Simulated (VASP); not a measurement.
# How number of MPI ranks and PAW data sets change a VASP run on FeGe

Aim: find what the number of MPI ranks and PAW data sets change for FeGe, and what they cost. The series runs use PBE. The number of MPI ranks tried: 1 ranks; 2 ranks; 4 ranks; 8 ranks. The PAW data sets tried: minimal 64: Fe Ge; recommended 64: Fe Ge_d; recommended 54: Fe Ge_d; materialsproject 64: Fe_pv Ge_d; semicore 64: Fe_sv Ge_d; gw 64: Fe_sv_GW Ge_d_GW; hard 64: Fe Ge_h. The start is a cell from a database of measured crystal structures.

Method: PBE, spin-polarised from a ferromagnetic start; plane waves and PAW (Fe, Ge_d), in the first sound run; inputs show where later runs differ, in VASP 6.6.1.

The database entry behind the starting cell differs from later determinations by our own check (about 0.2 % short), so it need not match the best structure at ambient conditions.

## (1) The starting structure

Symmetry: P2_13, No. 198, cubic system. Conventional cell: a = 4.689 Å, b = 4.689 Å, c = 4.689 Å, α = 90.00°, β = 90.00°, γ = 90.00°. Nearest to Fe lie 7 Ge at 2.38 to 2.64 Å. Nearest to Ge lie 7 Fe at 2.38 to 2.64 Å. Farther neighbours are not listed.

Structure file:

```xyz
8
Lattice="4.6890 0.0000 0.0000 0.0000 4.6890 0.0000 0.0000 0.0000 4.6890" Properties=species:S:1:pos:R:3 pbc="T T T"
Fe    0.6330    0.6330    0.6330
Fe    1.7115    4.0560    2.9775
Fe    2.9775    1.7115    4.0560
Fe    4.0560    2.9775    1.7115
Ge    3.9481    3.9481    3.9481
Ge    3.0854    0.7409    1.6036
Ge    1.6036    3.0854    0.7409
Ge    0.7409    1.6036    3.0854
```

## (2) Number of MPI ranks: 1 ranks

The same run on more MPI ranks shows how well it scales. PBE, the usual starting point, adds the gradient of the density.

INCAR

```
SYSTEM = FeGe
PREC = Accurate
ENCUT = 410
EDIFF = 1E-06
NELM = 100
ISMEAR = -1
SIGMA = 0.05
LREAL = .FALSE.
ALGO = Normal
GGA = PE
NBANDS = 65
ISPIN = 2
MAGMOM = 3 3 3 3 0 0 0 0
LASPH = .TRUE.
LMAXMIX = 4
LORBIT = 11
LWAVE = .FALSE.
LCHARG = .FALSE.
ISIF = 2
```

POSCAR

```
FeGe
1.0
    4.6890000000      0.0000000000      0.0000000000
    0.0000000000      4.6890000000      0.0000000000
    0.0000000000      0.0000000000      4.6890000000
Fe Ge
4 4
Direct
    0.1350000000      0.1350000000      0.1350000000
    0.3650000000      0.8650000000      0.6350000000
    0.6350000000      0.3650000000      0.8650000000
    0.8650000000      0.6350000000      0.3650000000
    0.8420000000      0.8420000000      0.8420000000
    0.6580000000      0.1580000000      0.3420000000
    0.3420000000      0.6580000000      0.1580000000
    0.1580000000      0.3420000000      0.6580000000
```

KPOINTS

```
Automatic mesh
0
Gamma
6 6 6
0 0 0
```

PAW data sets: Fe and Ge_d (PBE family, release 64).

Command:

```sh
> mpirun -np 1 vasp_std
```

Log:

```text
[banner, memory and clock lines left out]
running    1 mpi-ranks, on    1 nodes
 distrk:  each k-point on    1 cores,    1 groups
 distr:  one band on    1 cores,    1 groups

 POSCAR found type information on POSCAR FeGe
 POSCAR found :  2 types and       8 ions
 LDA part: xc-table for (Slater+PW92), standard interpolation
 POSCAR, INCAR and KPOINTS ok, starting setup
 FFT: planning ... GRIDC
 FFT: planning ... GRID_SOFT
 FFT: planning ... GRID
 WAVECAR not read
 entering main loop
       N       E                     dE             d eps       ncg     rms          rms(c)
DAV:   1     0.885698303208E+03    0.88570E+03   -0.29323E+04  7681   0.317E+03
DAV:   2     0.129372670503E+03   -0.75633E+03   -0.69999E+03  6240   0.767E+02
DAV:   3    -0.426751974449E+02   -0.17205E+03   -0.16137E+03  6274   0.216E+02
DAV:   4    -0.561009859891E+02   -0.13426E+02   -0.13209E+02  7123   0.711E+01
DAV:   5    -0.563684752456E+02   -0.26749E+00   -0.26710E+00  7006   0.115E+01    0.256E+01
DAV:   6    -0.614187930285E+02   -0.50503E+01   -0.42388E+01  7692   0.662E+01    0.300E+01
DAV:   7    -0.518566333307E+02    0.95622E+01   -0.24855E+01  7289   0.506E+01    0.573E+00
DAV:   8    -0.519048045629E+02   -0.48171E-01   -0.17476E+00  7063   0.561E+00    0.302E+00
DAV:   9    -0.518374733570E+02    0.67331E-01   -0.10945E-01  7847   0.267E+00    0.117E+00
DAV:  10    -0.518276270136E+02    0.98463E-02   -0.17430E-02  7400   0.916E-01    0.346E-01
DAV:  11    -0.518270445530E+02    0.58246E-03   -0.25882E-03  7345   0.406E-01    0.137E-01
DAV:  12    -0.518270234842E+02    0.21069E-04   -0.29475E-04  7822   0.124E-01    0.606E-02
DAV:  13    -0.518270129283E+02    0.10556E-04   -0.32987E-05  8359   0.387E-02    0.243E-02
DAV:  14    -0.518270184195E+02   -0.54912E-05   -0.14342E-05  6214   0.267E-02    0.144E-02
DAV:  15    -0.518270185648E+02   -0.14537E-06   -0.12293E-06  4265   0.106E-02
   1 F= -.51827019E+02 E0= -.51797133E+02  d E =-.597712E-01  mag=     4.2465
```

The job ended after 87 s (1 MPI rank of AMD EPYC 9R45, shared host; peak memory 0.27 GiB).

The logs omit lines about the potential files and the build; timing stands in the text.

OUTCAR, selected parts (step 2):

```text
ion  position               nearest neighbor table
   1  0.135  0.135  0.135-   5 2.38   8 2.44   7 2.44   6 2.44   7 2.64   8 2.64   6 2.64   2 2.87
                             4 2.87   2 2.87   4 2.87   3 2.87   3 2.87
   2  0.365  0.865  0.635-   6 2.38   7 2.44   5 2.44   8 2.44   7 2.64   8 2.64   5 2.64   1 2.87
                             3 2.87   1 2.87   3 2.87   4 2.87   4 2.87
   3  0.635  0.365  0.865-   7 2.38   6 2.44   5 2.44   8 2.44   8 2.64   6 2.64   5 2.64   4 2.87
                             2 2.87   2 2.87   4 2.87   1 2.87   1 2.87
   4  0.865  0.635  0.365-   8 2.38   5 2.44   7 2.44   6 2.44   6 2.64   5 2.64   7 2.64   3 2.87
                             1 2.87   1 2.87   3 2.87   2 2.87   2 2.87
   5  0.842  0.842  0.842-   1 2.38   4 2.44   3 2.44   2 2.44   3 2.64   4 2.64   2 2.64   6 2.90
                             7 2.90   8 2.90   6 2.90   8 2.90   7 2.90
   6  0.658  0.158  0.342-   2 2.38   3 2.44   1 2.44   4 2.44   3 2.64   4 2.64   1 2.64   8 2.90
                             5 2.90   5 2.90   7 2.90   7 2.90   8 2.90
   7  0.342  0.658  0.158-   3 2.38   2 2.44   1 2.44   4 2.44   4 2.64   2 2.64   1 2.64   8 2.90
                             5 2.90   8 2.90   6 2.90   6 2.90   5 2.90
   8  0.158  0.342  0.658-   4 2.38   1 2.44   3 2.44   2 2.44   2 2.64   1 2.64   3 2.64   7 2.90
                             5 2.90   7 2.90   5 2.90   6 2.90   6 2.90

  LATTYP: Found a simple cubic cell.
 ALAT       =     4.6890000000

 Subroutine GETGRP returns: Found 12 space group operations
 (whereof  3 operations were pure point group operations)

The static configuration has the point symmetry C_3 .
 The point group associated with its full space group is T   .

 Found     24 irreducible k-points:

   k-points           NKPTS =     24   k-points in BZ     NKDIM =     24   number of bands    NBANDS=     65

   dimension x,y,z NGX =    32 NGY =   32 NGZ =   32
   dimension x,y,z NGXF=    64 NGYF=   64 NGZF=   64

   ENCUT  =  410.0 eV  30.13 Ry    5.49 a.u.   7.74  7.74  7.74*2*pi/ulx,y,z

   NELECT =      88.0000    total number of electrons

 k-points in reciprocal lattice and weights: Automatic mesh
   0.00000000  0.00000000  0.00000000       0.005
   0.16666667  0.00000000  0.00000000       0.028
   0.33333333  0.00000000  0.00000000       0.028
   0.50000000  0.00000000  0.00000000       0.014
   0.16666667  0.16666667  0.00000000       0.056
   0.33333333  0.16666667  0.00000000       0.056
  -0.16666667  0.33333333  0.00000000       0.056
   0.50000000  0.16666667  0.00000000       0.028
  -0.16666667  0.50000000  0.00000000       0.028
[...]
0.50000000  0.50000000  0.33333333       0.028
   0.50000000  0.50000000  0.50000000       0.005

 average (electrostatic) potential at core
       1 -41.1563       2 -41.1563       3 -41.1563       4 -41.1563       5 -71.2686
       6 -71.2686       7 -71.2686       8 -71.2686

 E-fermi :   8.0199

 spin component 1
 k-point     1 :       0.0000    0.0000    0.0000
  band No.  band energies     occupation
    ...
     43       7.1633      1.00000
     44       7.1633      1.00000
     45       7.7043      0.99819
     46       7.7043      0.99819
     47       7.7043      0.99819
     48       9.7734      0.00000
     49       9.7734      0.00000
     50       9.7734      0.00000
     51      10.7466      0.00000
     52      10.7466      0.00000
    ...

 k-point     2 :       0.1667    0.0000    0.0000
  band No.  band energies     occupation
    ...
     42       7.1068      1.00000
     43       7.1660      1.00000
     44       7.3321      1.00000
     45       7.5632      0.99989
     46       7.6451      0.99945
     47       8.2125      0.02079
     48       9.1935      0.00000
     49       9.4683      0.00000
     50       9.8669      0.00000
     51       9.9772      0.00000
    ...

 k-point     3 :       0.3333    0.0000    0.0000
  band No.  band energies     occupation
    ...
     42       7.0176      1.00000
     43       7.2288      1.00000
     44       7.2433      1.00000
     45       7.4975      0.99997
     46       7.5393      0.99993
     47       8.8151      0.00000
     48       8.8840      0.00000
     49       9.0829      0.00000
     50       9.2392      0.00000
     51      10.1922      0.00000
    ...

 k-point     4 :       0.5000    0.0000    0.0000
  band No.  band energies     occupation
    ...
     42       6.9511      1.00000
     43       7.2649      1.00000
     44       7.2649      1.00000
     45       7.4405      0.99999
     46       7.4405      0.99999
     47       8.8378      0.00000
     48       8.8378      0.00000
     49       8.8908      0.00000
     50       8.8908      0.00000
     51      11.6332      0.00000
    ...

 k-point     5 :       0.1667    0.1667    0.0000
  band No.  band energies     occupation
    ...
     42       7.0477      1.00000
     43       7.1378      1.00000
     44       7.2886      1.00000
     45       7.5123      0.99996
     46       7.7767      0.99233
     47       8.2251      0.01623
     48       9.1108      0.00000
     49       9.2036      0.00000
     50       9.9539      0.00000
     51      10.0814      0.00000
    ...

 k-point     6 :       0.3333    0.1667    0.0000
  band No.  band energies     occupation
    ...
     42       6.9219      1.00000
     43       7.1463      1.00000
     44       7.2511      1.00000
     45       7.4372      0.99999
     46       7.5664      0.99988
     47       8.5598      0.00002
     48       8.8552      0.00000
     49       9.3197      0.00000
     50       9.8907      0.00000
     51       9.9688      0.00000
    ...

  Total       -1.9754735     -1.9754735     -1.9754735      0.0000000      0.0000000      0.0000000
  in kB      -30.7001919    -30.7001919    -30.7001919      0.0000000      0.0000000      0.0000000
  external PRESSURE =     -30.7001919 kB  Pullay stress =       0.0000000 kB

  energy-cutoff  :      410.00
  volume of cell :      103.10
      direct lattice vectors                 reciprocal lattice vectors
     4.689000000  0.000000000  0.000000000     0.213265089  0.000000000  0.000000000
     0.000000000  4.689000000  0.000000000     0.000000000  0.213265089  0.000000000
     0.000000000  0.000000000  4.689000000     0.000000000  0.000000000  0.213265089

 POSITION                                       TOTAL-FORCE (eV/Angst)
 -----------------------------------------------------------------------------------
      0.63301      0.63301      0.63301        -0.034034     -0.034034     -0.034034
      1.71149      4.05599      2.97751         0.034034      0.034034     -0.034034
      2.97751      1.71149      4.05599        -0.034034      0.034034      0.034034
      4.05599      2.97751      1.71149         0.034034     -0.034034      0.034034
      3.94814      3.94814      3.94814        -0.026992     -0.026992     -0.026992
      3.08536      0.74086      1.60364         0.026992      0.026992     -0.026992
      1.60364      3.08536      0.74086        -0.026992      0.026992      0.026992
      0.74086      1.60364      3.08536         0.026992     -0.026992      0.026992
 -----------------------------------------------------------------------------------
    total drift:                               -0.000000      0.000000     -0.000000

  FREE ENERGIE OF THE ION-ELECTRON SYSTEM (eV)
  ---------------------------------------------------
  free  energy   TOTEN  =       -51.8270185648 eV

  energy  without entropy=      -51.7672473676  energy(sigma->0) =      -51.79713297

 total charge
# of ion       s       p       d       tot
------------------------------------------
    1        0.374   0.490   6.449   7.313
    2        0.374   0.490   6.449   7.313
    3        0.374   0.490   6.449   7.313
    4        0.374   0.490   6.449   7.313
    5        1.116   1.229  10.113  12.458
    6        1.116   1.229  10.113  12.458
    7        1.116   1.229  10.113  12.458
    8        1.116   1.229  10.113  12.458
--------------------------------------------------
tot          5.960   6.876  66.248  79.085

 magnetization (x)
# of ion       s       p       d       tot
------------------------------------------
    1       -0.000  -0.005   1.187   1.181
    2       -0.000  -0.005   1.187   1.181
    3       -0.000  -0.005   1.187   1.181
    4       -0.000  -0.005   1.187   1.181
    5       -0.012  -0.064  -0.006  -0.081
    6       -0.012  -0.064  -0.006  -0.081
    7       -0.012  -0.064  -0.006  -0.081
    8       -0.012  -0.064  -0.006  -0.081
--------------------------------------------------
tot         -0.048  -0.277   4.723   4.398

[... 6 further parts left out ...]
```

The magnetic state follows from one typed start and may not be the lowest.

Numbers from this step:

| Quantity | Value |
| --- | --- |
| SCF cycles | 15 |
| electrons | 88 |
| bands | 65 |
| irreducible k-points | 24 |
| symmetry operations | 12 |
| free energy (TOTEN) | -51.8270 eV |
| energy at zero smearing | -51.7971 eV |
| Fermi energy | 8.020 eV |
| pressure | -3.070 GPa |
| moment of the cell, from the last line of the log | 4.247 μB |
| metallic | yes |

Spin moment in the PAW sphere by atom:

| atom | spin moment in the PAW sphere (μB) |
| --- | --- |
| Fe1 | 1.18 |
| Fe2 | 1.18 |
| Fe3 | 1.18 |
| Fe4 | 1.18 |
| Ge5 | -0.08 |
| Ge6 | -0.08 |
| Ge7 | -0.08 |
| Ge8 | -0.08 |

The series starts at -6.4746 eV an atom and -3.07 GPa, after 15 cycles in 87 s.

## (3) Number of MPI ranks: 2 ranks

INCAR: that of step 2 with these lines changed.

```diff
@@ -18,2 +18,3 @@
 LCHARG = .FALSE.
+KPAR = 2
 ISIF = 2
```

POSCAR is that of step 2.

KPOINTS is that of step 2.

Command:

```sh
> mpirun -np 2 vasp_std
```

Log:

```text
[banner, memory and clock lines left out]
running    2 mpi-ranks, on    1 nodes
[...]
LDA part: xc-table for (Slater+PW92), standard interpolation
 POSCAR, INCAR and KPOINTS ok, starting setup
[...]
entering main loop
       N       E                     dE             d eps       ncg     rms          rms(c)
[... 5 cycles as in an earlier step ...]
DAV:   6    -0.614187930286E+02   -0.50503E+01   -0.42388E+01  7692   0.662E+01    0.300E+01
DAV:   7    -0.518566333294E+02    0.95622E+01   -0.24855E+01  7289   0.506E+01    0.573E+00
DAV:   8    -0.519048045625E+02   -0.48171E-01   -0.17476E+00  7063   0.561E+00    0.302E+00
DAV:   9    -0.518374733580E+02    0.67331E-01   -0.10945E-01  7847   0.267E+00    0.117E+00
[...]
DAV:  13    -0.518270129274E+02    0.10557E-04   -0.32987E-05  8359   0.387E-02    0.243E-02
DAV:  14    -0.518270184200E+02   -0.54927E-05   -0.14342E-05  6214   0.267E-02    0.144E-02
DAV:  15    -0.518270185643E+02   -0.14430E-06   -0.12293E-06  4265   0.106E-02
   1 F= -.51827019E+02 E0= -.51797133E+02  d E =-.597712E-01  mag=     4.2465
```

It took 47 s on 2 MPI ranks; peak memory 0.55 GiB; 92 s of CPU time.

From OUTCAR (step 3):

```text
  Total       -1.9754735     -1.9754735     -1.9754735      0.0000000      0.0000000      0.0000000
  in kB      -30.7001918    -30.7001918    -30.7001918      0.0000000      0.0000000      0.0000000
  external PRESSURE =     -30.7001918 kB  Pullay stress =       0.0000000 kB

  FREE ENERGIE OF THE ION-ELECTRON SYSTEM (eV)
  ---------------------------------------------------
  free  energy   TOTEN  =       -51.8270185643 eV

  energy  without entropy=      -51.7672473671  energy(sigma->0) =      -51.79713297

[... 4 parts as in an earlier step ...]

[... 1 further part left out ...]
[key lines of the parts left out:]
E-fermi :   8.0199
```

Against the first of the series the energy stays within 0.01 meV an atom and the pressure within 0.01 GPa, after 15 cycles in 47 s.

## (4) Number of MPI ranks: 4 ranks

INCAR: that of step 3 with these lines changed.

```diff
@@ -18,3 +18,3 @@
 LCHARG = .FALSE.
-KPAR = 2
+KPAR = 4
 ISIF = 2
```

POSCAR is that of step 3.

KPOINTS is that of step 3.

Command:

```sh
> mpirun -np 4 vasp_std
```

Log:

```text
[banner, memory and clock lines left out]
running    4 mpi-ranks, on    1 nodes
[...]
LDA part: xc-table for (Slater+PW92), standard interpolation
 POSCAR, INCAR and KPOINTS ok, starting setup
[...]
entering main loop
       N       E                     dE             d eps       ncg     rms          rms(c)
[... 5 cycles as in an earlier step ...]
DAV:   6    -0.614187930279E+02   -0.50503E+01   -0.42388E+01  7692   0.662E+01    0.300E+01
DAV:   7    -0.518566333303E+02    0.95622E+01   -0.24855E+01  7289   0.506E+01    0.573E+00
[... 1 cycle as in an earlier step ...]
DAV:   9    -0.518374733578E+02    0.67331E-01   -0.10945E-01  7847   0.267E+00    0.117E+00
DAV:  10    -0.518276270130E+02    0.98463E-02   -0.17430E-02  7400   0.916E-01    0.346E-01
DAV:  11    -0.518270445528E+02    0.58246E-03   -0.25882E-03  7345   0.406E-01    0.137E-01
DAV:  12    -0.518270234850E+02    0.21068E-04   -0.29475E-04  7822   0.124E-01    0.606E-02
DAV:  13    -0.518270129279E+02    0.10557E-04   -0.32987E-05  8359   0.387E-02    0.243E-02
DAV:  14    -0.518270184196E+02   -0.54917E-05   -0.14342E-05  6214   0.267E-02    0.144E-02
DAV:  15    -0.518270185641E+02   -0.14448E-06   -0.12293E-06  4265   0.106E-02
   1 F= -.51827019E+02 E0= -.51797133E+02  d E =-.597712E-01  mag=     4.2465
```

The job ended after 24 s (4 MPI ranks; peak memory 1.1 GiB).

Parts of OUTCAR (step 4):

```text
  Total       -1.9754735     -1.9754735     -1.9754735     -0.0000000     -0.0000000     -0.0000000
  in kB      -30.7001913    -30.7001913    -30.7001913     -0.0000000     -0.0000000     -0.0000000
  external PRESSURE =     -30.7001913 kB  Pullay stress =       0.0000000 kB

  FREE ENERGIE OF THE ION-ELECTRON SYSTEM (eV)
  ---------------------------------------------------
  free  energy   TOTEN  =       -51.8270185641 eV

  energy  without entropy=      -51.7672473668  energy(sigma->0) =      -51.79713297

[... 4 parts as in an earlier step ...]

[... 1 further part left out ...]
[key lines of the parts left out:]
E-fermi :   8.0199
```

Against the first of the series the energy stays within 0.01 meV an atom and the pressure within 0.01 GPa, after 15 cycles in 24 s.

[end of part 1 of 3]

[Lines on the potential files, build, host, timing and source positions are cut from VASP's logs without a mark.]

[Logs are printed without paths, hosts, clocks, repeated set-up lines and the standing remarks that a program may print on its own settings, such as how far it seeks lower states.]

[Hosts, paths, dates, database ids (printed as entryN), source tags and the programs' standing remarks are cut or masked in the printed files.]

[A measured line is paired with the nearest computed mode of its activity, which favours agreement.]
